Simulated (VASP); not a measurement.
Data:

```
CELL_PARAMETERS angstrom
      1.90394    -5.03124     0.00000
      1.90394     5.03124     0.00000
      0.00000     0.00000     3.75214
ATOMIC_POSITIONS crystal
  P  0.56400 0.43600 0.25000
  P  0.43600 0.56400 0.75000
  Cu 0.85475 0.14525 0.25000
  Cu 0.14525 0.85475 0.75000
```

Method: PBE GGA, VASP's PBE PAW potentials (set 64) (plane waves; VASP). Numerical set-up: 800 eV cut-off, 6×6×5 Γ-centred mesh, Gaussian smearing of 0.050 eV, potentials P_h Cu.

Q: Give the force on each atom (eV/Å).

A: 
```tsv
atom	Fx	Fy	Fz
P1	0.000	-1.147	0.000
P2	0.000	1.147	0.000
Cu3	0.000	0.125	0.000
Cu4	0.000	-0.125	0.000
```

Q: Give the stress tensor in GPa (positive for a compressed cell).

A: 
```
-8.90   0.00   0.00
 0.00  -9.61   0.00
 0.00   0.00  -9.12
```
The pressure is its mean diagonal, -9.21 GPa.

The structure was generated: CuP was put into the CrB type (Cmcm), which need not be its known phase. The cell was not relaxed at this level. The k-mesh is coarse (spacing up to 0.33 per Å, 2π included), so the numbers may not be converged in it. The run is one of a series of settings (ENCUT = 800, POTCAR P_h Cu (PBE.64 set) against the base run), some of them coarse on purpose.
